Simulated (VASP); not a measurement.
# Ni3Pt (Pm-3m) in VASP: further runs

Runs on Ni3Pt. Level: LDA. Tasks: single point.

Program: VASP 6.6.1. These are calculated values, not measurements. Logs are shortened: lines on timing, memory, paths and dates and some standing lists are left out, and cuts for length are marked.

**1. Starting point**

The structure is cubic, space group Pm-3m (No. 221). The conventional cell has a = 3.625 Å, b = 3.625 Å, c = 3.625 Å, α = 90.00°, β = 90.00°, γ = 90.00°. Around Ni (site symmetry 4/mmm) lie 8 Ni at 2.56 Å and 4 Pt at 2.56 Å. Pt (site symmetry m-3m) has 12 Ni at 2.56 Å as nearest neighbours.

The cell comes from a database or a generator and needn't be the stable form of this composition.

**2. Single point, LDA, collinear spin, typed start**

Contents of INCAR:

```
SYSTEM = Ni3Pt
ALGO = Normal ; EDIFF = 1E-6
ENCUT = 520 ; ISIF = 2
ISMEAR = -1 ; ISPIN = 2
LASPH = .TRUE. ; LCHARG = .TRUE.
LELF = .TRUE. ; LMAXMIX = 4
LORBIT = 11 ; LREAL = .FALSE.
LVHAR = .TRUE. ; LWAVE = .FALSE.
MAGMOM = 2 2 2 0 ; NBANDS = 32
NELM = 150 ; PREC = Accurate
SIGMA = 0.05
```

Contents of KPOINTS:

```
k-points
0
G
  6 6 6
  0 0 0
```

Contents of POSCAR:

```
Ni3Pt
1.0
    3.6245667900      0.0000000000      0.0000000000
    0.0000000000      3.6245667900      0.0000000000
    0.0000000000      0.0000000000      3.6245667900
Ni Pt
3 1
Direct
    0.4999999986      0.0000000000      0.4999999986
    0.0000000000      0.4999999986      0.4999999986
    0.4999999986      0.4999999986      0.0000000000
    0.0000000000      0.0000000000      0.0000000000
```

Potentials or basis: VASP PAW LDA potentials, release 64 (Ni, Pt).

Run with:

```sh
$ cat potpaw_LDA.64/Ni/POTCAR potpaw_LDA.64/Pt/POTCAR > POTCAR
$ mpirun -np 1 vasp_std > vasp.out
```

OUTCAR:

```text
SYSTEM = Ni3Pt
   EDIFF = 1E-6
   ENCUT = 520
   ISIF = 2
   ISMEAR = -1
   ISPIN = 2
   LASPH = .TRUE.
   LORBIT = 11
   LREAL = .FALSE.
   NELM = 150
   PREC = Accurate

 ion  position               nearest neighbor table
   1  0.500  0.000  0.500-   2 2.56   3 2.56   4 2.56   4 2.56   2 2.56   4 2.56   3 2.56   2 2.56
                             3 2.56   3 2.56   2 2.56   4 2.56
   2  0.000  0.500  0.500-   1 2.56   3 2.56   4 2.56   4 2.56   1 2.56   4 2.56   3 2.56   1 2.56
                             3 2.56   3 2.56   4 2.56   1 2.56
   3  0.500  0.500  0.000-   1 2.56   2 2.56   4 2.56   4 2.56   2 2.56   4 2.56   1 2.56   1 2.56
                             2 2.56   1 2.56   4 2.56   2 2.56
   4  0.000  0.000  0.000-   1 2.56   2 2.56   3 2.56   1 2.56   2 2.56   2 2.56   3 2.56   1 2.56
                             3 2.56   2 2.56   1 2.56   3 2.56

  LATTYP: Found a simple cubic cell.
 ALAT       =     3.6245667900

  Lattice vectors:

 A1 = (   3.6245667900,   0.0000000000,   0.0000000000)
 A2 = (   0.0000000000,   3.6245667900,   0.0000000000)
 A3 = (   0.0000000000,   0.0000000000,   3.6245667900)

Analysis of symmetry for initial positions (statically):
=====================================================================
 Subroutine PRICEL returns:
 Original cell was already a primitive cell.

 Routine SETGRP: Setting up the symmetry group for a
 simple cubic supercell.

 Subroutine GETGRP returns: Found 48 space group operations
 (whereof 48 operations were pure point group operations)
 out of a pool of 48 trial point group operations.

The static configuration has the point symmetry O_h .

Analysis of symmetry for dynamics (positions and initial velocities):
=====================================================================
 Subroutine PRICEL returns:
 Original cell was already a primitive cell.

 Routine SETGRP: Setting up the symmetry group for a
 simple cubic supercell.

 Subroutine GETGRP returns: Found 48 space group operations
 (whereof 48 operations were pure point group operations)
 out of a pool of 48 trial point group operations.

The dynamic configuration has the point symmetry O_h .

Analysis of structural, dynamic, and magnetic symmetry:
=====================================================================
 Subroutine PRICEL returns:
 Original cell was already a primitive cell.

 Routine SETGRP: Setting up the symmetry group for a
 simple cubic supercell.

 Subroutine GETGRP returns: Found 48 space group operations
 (whereof 48 operations were pure point group operations)
 out of a pool of 48 trial point group operations.

The overall configuration has the point symmetry O_h .

 Subroutine INISYM returns: Found 48 space group operations
 (whereof 48 operations are pure point group operations),
 and found     1 'primitive' translations

----------------------------------------------------------------------------------------

                                     Primitive cell

  volume of cell :      47.6177

  direct lattice vectors                    reciprocal lattice vectors
     3.624566790  0.000000000  0.000000000     0.275895040  0.000000000  0.000000000
     0.000000000  3.624566790  0.000000000     0.000000000  0.275895040  0.000000000
     0.000000000  0.000000000  3.624566790     0.000000000  0.000000000  0.275895040

  length of vectors
     3.624566790  3.624566790  3.624566790     0.275895040  0.275895040  0.275895040

  position of ions in fractional coordinates (direct lattice)
     0.499999999  0.000000000  0.499999999
     0.000000000  0.499999999  0.499999999
     0.499999999  0.499999999  0.000000000
     0.000000000  0.000000000  0.000000000

  ion indices of the primitive-cell ions
   primitive index   ion index
                 1           1
                 2           2
                 3           3
                 4           4

----------------------------------------------------------------------------------------

 KPOINTS: k-points

Automatic generation of k-mesh.
 Grid dimensions read from file:
 generate k-points for:    6    6    6

 Generating k-lattice:

  Cartesian coordinates                     Fractional coordinates (reciprocal lattice)
     0.045982507  0.000000000  0.000000000     0.166666667  0.000000000  0.000000000
     0.000000000  0.045982507  0.000000000     0.000000000  0.166666667  0.000000000
     0.000000000  0.000000000  0.045982507     0.000000000  0.000000000  0.166666667

  Length of vectors
     0.045982507  0.045982507  0.045982507

  Shift w.r.t. Gamma in fractional coordinates (k-lattice)
     0.000000000  0.000000000  0.000000000

 Subroutine IBZKPT returns following result:
 ===========================================

 Found     20 irreducible k-points:

 Following reciprocal coordinates:
            Coordinates               Weight
  0.000000  0.000000  0.000000      1.000000
  0.166667  0.000000  0.000000      6.000000
  0.333333  0.000000  0.000000      6.000000
  0.500000  0.000000  0.000000      3.000000
  0.166667  0.166667  0.000000     12.000000
  0.333333  0.166667  0.000000     24.000000
[... 12 lines left out ...]
  0.500000  0.500000  0.333333      6.000000
  0.500000  0.500000  0.500000      1.000000
   k-points           NKPTS =     20   k-points in BZ     NKDIM =     20   number of bands    NBANDS=     32
   number of dos      NEDOS =    301   number of ions     NIONS =      4
   total plane-waves  NPLWV =  21952
   dimension x,y,z NGX =    28 NGY =   28 NGZ =   28
   dimension x,y,z NGXF=    56 NGYF=   56 NGZF=   56
   ions per type =               3   1
   NGX,Y,Z   is equivalent  to a cutoff of  12.84, 12.84, 12.84 a.u.
   NGXF,Y,Z  is equivalent  to a cutoff of  25.69, 25.69, 25.69 a.u.
 SYSTEM =  Ni3Pt
   PREC   = accura    normal or accurate (medium, high low for compatibility)
   ISTART =      0    job   : 0-new  1-cont  2-samecut
   ICHARG =      2    charge: 1-file 2-atom 10-const
   ISPIN  =      2    spin polarized calculation?
   LNONCOLLINEAR =      F non collinear calculations
   LSORBIT =      F    spin-orbit coupling
   LASPH  =      T    aspherical Exc in radial PAW
   ENCUT  =  520.0 eV  38.22 Ry    6.18 a.u.   6.74  6.74  6.74*2*pi/ulx,y,z
   NELM   =    150;   NELMIN=  2; NELMDL= -5     # of ELM steps
   EDIFF  = 0.1E-05   stopping-criterion for ELM
   LREAL  =      F    real-space projection
   EDIFFG = 0.1E-04   stopping-criterion for IOM
   NSW    =      0    number of steps for IOM
   IBRION =     -1    ionic relax: 0-MD 1-quasi-New 2-CG
[... 8 lines left out ...]
   EMIN   =  10.00;   EMAX   =-10.00  energy-range for DOS
   EFERMI =   0.00;   METHOD = LEGACY
   ISMEAR =    -1;   SIGMA  =   0.05  broadening in eV -4-tet -1-fermi 0-gaus
   EFERMI_NEDOS =   21; number of points for ismear=-14 and -15
   IALGO  =     38    algorithm
   IMIX   =      4    mixing-type and parameters
     AMIX     =   0.40;   BMIX     =  1.00
     AMIX_MAG =   1.60;   BMIX_MAG =  1.00
  volume/ion in A,a.u.               =      11.90        80.34
  Fermi-wavevector in a.u.,A,eV,Ry     =   1.544681  2.919023 32.464024  2.386038
  Thomas-Fermi vector in A             =   2.650167
   LORBIT       =     11    0 simple, 1 ext, 2 COOP (PROOUT), +10 PAW based schemes
   GGA     = CA    functional components
   LHFCALC =     F    Hartree Fock is set to
   AEXX    =    0.0000 exact exchange contribution
   IVDW    =     0    specifies the selected vdW correction
   LEPSILON=     F    determine dielectric tensor
   LRPA    =     F    only Hartree local field effects (RPA)
 spin polarized calculation
  energy-cutoff  :      520.00
  volume of cell :       47.62
 maximum number of plane-waves:      1328
 NGX is ok and might be reduce to    28
   NGX = 13   NGY = 13   NGZ = 13

 number of electron      40.0000059 magnetization       1.9616268

 Free energy of the ion-electron system (eV)
  ---------------------------------------------------
  ext. energy  EPLUGINS =         0.00000000
  ---------------------------------------------------
  free energy    TOTEN  =       -27.40516048 eV

  energy without entropy =      -27.34303396  energy(sigma->0) =      -27.37409722

 E-fermi :   9.7218     XC(G=0): -13.6398

 val. band max:        9.7105256262   @ k =   0.5000   0.5000   0.5000
 cond. band min:       9.7267530763   @ k =   0.3333   0.1667   0.1667
 fundamental gap:      0.0162274501
 Fermi energy:         9.7218067821

 spin component 1

 k-point     1 :       0.0000    0.0000    0.0000
  band No.  band energies     occupation
      1       0.2888      1.00000
      2       3.7656      1.00000
      3       3.7656      1.00000
      4       4.7133      1.00000
      5       4.7133      1.00000
      6       4.7133      1.00000
[... 24 lines left out ...]
     31      24.7059      0.00000
     32      24.7059      0.00000
[... 633 lines left out ...]
      1       3.7790      1.00000
      2       3.7790      1.00000
      3       3.7790      1.00000
      4       4.6152      1.00000
      5       6.4628      1.00000
      6       6.4628      1.00000
[... 24 lines left out ...]
     31      28.9179      0.00000
     32      29.7151      0.00000
 Fermi energy:         9.7218067821

 spin component 2

 k-point     1 :       0.0000    0.0000    0.0000
  band No.  band energies     occupation
      1       0.3359      1.00000
      2       3.9428      1.00000
      3       3.9428      1.00000
      4       5.0152      1.00000
      5       5.0152      1.00000
      6       5.0152      1.00000
[... 24 lines left out ...]
     31      24.7626      0.00000
     32      24.7626      0.00000
[... 634 lines left out ...]
      2       3.9690      1.00000
      3       3.9690      1.00000
      4       4.9500      1.00000
      5       6.7511      1.00000
      6       6.7511      1.00000
[... 24 lines left out ...]
     31      28.9295      0.00000
     32      29.7081      0.00000

------------------------ aborting loop because EDIFF is reached ----------------------------------------

  FORCE on cell =-STRESS in cart. coord.  units (eV):
  Direction    XX          YY          ZZ          XY          YZ          ZX
  --------------------------------------------------------------------------------------
  -------------------------------------------------------------------------------------
  Total       -3.4907196     -3.4907196     -3.4907196      0.0000000      0.0000000     -0.0000000
  in kB     -117.4511363   -117.4511363   -117.4511363      0.0000000      0.0000000     -0.0000000
  external PRESSURE =    -117.4511363 kB  Pullay stress =       0.0000000 kB

 VOLUME and BASIS-vectors are now :
 -----------------------------------------------------------------------------
  energy-cutoff  :      520.00
  volume of cell :       47.62
      direct lattice vectors                 reciprocal lattice vectors
     3.624566790  0.000000000  0.000000000     0.275895040  0.000000000  0.000000000
     0.000000000  3.624566790  0.000000000     0.000000000  0.275895040  0.000000000
     0.000000000  0.000000000  3.624566790     0.000000000  0.000000000  0.275895040

 POSITION                                       TOTAL-FORCE (eV/Angst)
 -----------------------------------------------------------------------------------
      1.81228      0.00000      1.81228         0.000000      0.000000      0.000000
      0.00000      1.81228      1.81228         0.000000      0.000000      0.000000
      1.81228      1.81228      0.00000         0.000000      0.000000      0.000000
      0.00000      0.00000      0.00000         0.000000      0.000000      0.000000
 -----------------------------------------------------------------------------------
    total drift:                                0.000000      0.000000      0.000000

  FREE ENERGIE OF THE ION-ELECTRON SYSTEM (eV)
  ---------------------------------------------------
  free  energy   TOTEN  =       -27.4051604770 eV

  energy  without entropy=      -27.3430339618  energy(sigma->0) =      -27.37409722

 total charge

# of ion       s       p       d       tot
------------------------------------------
    1        0.471   0.490   8.336   9.297
    2        0.471   0.490   8.336   9.297
    3        0.471   0.490   8.336   9.297
    4        0.745   0.665   8.058   9.467
--------------------------------------------------
tot          2.157   2.134  33.067  37.358

 magnetization (x)

# of ion       s       p       d       tot
------------------------------------------
    1       -0.004  -0.010   0.576   0.562
    2       -0.004  -0.010   0.576   0.562
    3       -0.004  -0.010   0.576   0.562
    4       -0.005  -0.019   0.307   0.283
--------------------------------------------------
tot         -0.017  -0.049   2.035   1.969
```

Wall time 53 s (1 thread of Intel Xeon Platinum 8259CL at 2.50GHz (Skylake/Cascade Lake), shared host); peak memory 0.18 GiB.

Results:

```
Free energy                                           : -27.4052 eV
Pressure                                              : -11.7 GPa
Band gap on the k mesh                                : none (metal or under the smearing width)
Net moment                                            : 1.96 μB per cell
Site moments                                          : Ni +0.56; Pt +0.28 μB
Valence electrons inside the program's atomic spheres : Ni 9.30; Pt 9.47
```

**3. Single point, LDA, collinear spin, typed start**

Contents of INCAR:

```
PREC = Accurate
ENCUT = 520
EDIFF = 1E-7
ISMEAR = -1
SIGMA = 0.05
LREAL = False
LASPH = True
NELM = 150
ALGO = Normal
ISIF = 2
LWAVE = False
LCHARG = True
ISPIN = 2
MAGMOM = 2 2 2 0
LORBIT = 11
LMAXMIX = 4
GGA = CA
LELF = True
LVHAR = True
NBANDS = 32
```

Contents of KPOINTS:

```
Automatic mesh
0
Gamma
  6 6 6
```

POSCAR is that of step 2.

Potentials or basis: VASP PAW LDA potentials, release 64 (Ni, Pt).

Run with:

```sh
$ cat potpaw_LDA.64/Ni/POTCAR potpaw_LDA.64/Pt/POTCAR > POTCAR
$ mpirun -np 1 vasp_std > vasp.out
```

OUTCAR:

```text
PREC = Accurate
   ENCUT = 520
   EDIFF = 1E-7
   ISMEAR = -1
   LREAL = False
   LASPH = True
   NELM = 150
   ISIF = 2
   ISPIN = 2
   LORBIT = 11
   GGA = CA

 ion  position               nearest neighbor table
   1  0.500  0.000  0.500-   2 2.56   3 2.56   4 2.56   4 2.56   2 2.56   4 2.56   3 2.56   2 2.56
                             3 2.56   3 2.56   2 2.56   4 2.56
   2  0.000  0.500  0.500-   1 2.56   3 2.56   4 2.56   4 2.56   1 2.56   4 2.56   3 2.56   1 2.56
                             3 2.56   3 2.56   4 2.56   1 2.56
   3  0.500  0.500  0.000-   1 2.56   2 2.56   4 2.56   4 2.56   2 2.56   4 2.56   1 2.56   1 2.56
                             2 2.56   1 2.56   4 2.56   2 2.56
[... 1629 lines left out ...]
     0.000000000  0.000000000  3.624566790     0.000000000  0.000000000  0.275895040

 POSITION                                       TOTAL-FORCE (eV/Angst)
 -----------------------------------------------------------------------------------
      1.81228      0.00000      1.81228         0.000000      0.000000      0.000000
      0.00000      1.81228      1.81228         0.000000      0.000000      0.000000
      1.81228      1.81228      0.00000         0.000000      0.000000      0.000000
      0.00000      0.00000      0.00000         0.000000      0.000000      0.000000
 -----------------------------------------------------------------------------------
    total drift:                                0.000000      0.000000      0.000000

  FREE ENERGIE OF THE ION-ELECTRON SYSTEM (eV)
  ---------------------------------------------------
  free  energy   TOTEN  =       -27.4051605333 eV

  energy  without entropy=      -27.3430355296  energy(sigma->0) =      -27.37409803

 total charge

# of ion       s       p       d       tot
------------------------------------------
    1        0.471   0.490   8.336   9.297
    2        0.471   0.490   8.336   9.297
    3        0.471   0.490   8.336   9.297
    4        0.745   0.665   8.058   9.467
--------------------------------------------------
tot          2.157   2.134  33.067  37.358

 magnetization (x)

# of ion       s       p       d       tot
------------------------------------------
    1       -0.004  -0.010   0.576   0.562
    2       -0.004  -0.010   0.576   0.562
    3       -0.004  -0.010   0.576   0.562
    4       -0.005  -0.019   0.307   0.283
--------------------------------------------------
tot         -0.017  -0.049   2.035   1.969
```

OSZICAR:

```text
N       E                     dE             d eps       ncg     rms          rms(c)
DAV:   1     0.275832949093E+03    0.27583E+03   -0.17693E+04  2656   0.169E+03
DAV:   2    -0.109241281895E+02   -0.28676E+03   -0.26614E+03  2592   0.336E+02
DAV:   3    -0.304502494714E+02   -0.19526E+02   -0.18721E+02  2888   0.105E+02
DAV:   4    -0.307844847058E+02   -0.33424E+00   -0.33387E+00  2936   0.135E+01
DAV:   5    -0.307965793718E+02   -0.12095E-01   -0.12094E-01  3328   0.218E+00    0.237E+01
DAV:   6    -0.324394879682E+02   -0.16429E+01   -0.25516E+01  2944   0.958E+01    0.269E+01
DAV:   7    -0.277037696148E+02    0.47357E+01   -0.31229E+01  3232   0.706E+01    0.732E+00
DAV:   8    -0.274641670797E+02    0.23960E+00   -0.63172E-01  3368   0.755E+00    0.315E+00
DAV:   9    -0.274105623460E+02    0.53605E-01   -0.79480E-02  3936   0.360E+00    0.111E+00
DAV:  10    -0.274063619404E+02    0.42004E-02   -0.14741E-02  2760   0.112E+00    0.280E-01
DAV:  11    -0.274054565770E+02    0.90536E-03   -0.19974E-03  3520   0.475E-01    0.181E-01
DAV:  12    -0.274051922098E+02    0.26437E-03   -0.31674E-04  3512   0.248E-01    0.629E-02
DAV:  13    -0.274051573774E+02    0.34832E-04   -0.74053E-05  3392   0.800E-02    0.372E-02
DAV:  14    -0.274051609687E+02   -0.35913E-05   -0.10826E-05  2936   0.396E-02    0.124E-02
DAV:  15    -0.274051605158E+02    0.45291E-06   -0.17816E-06  3816   0.239E-02    0.442E-03
DAV:  16    -0.274051605333E+02   -0.17508E-07   -0.26228E-07  2528   0.463E-03
   1 F= -.27405161E+02 E0= -.27374098E+02  d E =-.621250E-01  mag=     1.9613
```

Run time: 60 s. Hardware: 1 thread of Intel Xeon Platinum 8259CL at 2.50GHz (Skylake/Cascade Lake), shared host; peak memory 0.17 GiB.

What came out:

```
Free energy                                           : -27.4052 eV
Pressure                                              : -11.8 GPa
Band gap on the k mesh                                : none (metal or under the smearing width)
Net moment                                            : 1.96 μB per cell
Site moments                                          : Ni +0.56; Pt +0.28 μB
Valence electrons inside the program's atomic spheres : Ni 9.30; Pt 9.47
```

Levels at points of the mesh, in eV from the Fermi level:
Spin up:
```csv
k point,band 17,band 18,band 19,band 20,band 21,band 22,band 23,band 24,band 25,band 26
"(0.00, 0.00, 0.00)",-0.18,-0.18,0.20,0.20,0.20,2.25,2.25,2.25,8.35,10.37
"(0.50, 0.00, 0.00)",-1.34,-1.28,-0.91,-0.66,-0.43,0.17,7.47,7.47,8.49,8.49
"(0.50, 0.50, 0.00)",-1.48,-1.26,-1.21,-1.21,0.82,0.82,1.28,2.29,10.34,11.39
"(0.50, 0.50, 0.50)",-0.25,-0.25,-0.25,-0.25,-0.25,-0.21,-0.21,-0.21,4.59,6.62
```
Spin down:
| k point | band 17 | band 18 | band 19 | band 20 | band 21 | band 22 |
| --- | --- | --- | --- | --- | --- | --- |
| (0.00, 0.00, 0.00) | 0.27 | 0.27 | 0.70 | 0.70 | 0.70 | 2.30 |
| (0.50, 0.00, 0.00) | -0.86 | -0.82 | -0.37 | -0.24 | 0.18 | 0.68 |
| (0.50, 0.50, 0.00) | -0.84 | -0.72 | -0.72 | -0.68 | 1.28 | 1.28 |
| (0.50, 0.50, 0.50) | -0.01 | -0.01 | -0.01 | 0.26 | 0.26 | 0.29 |
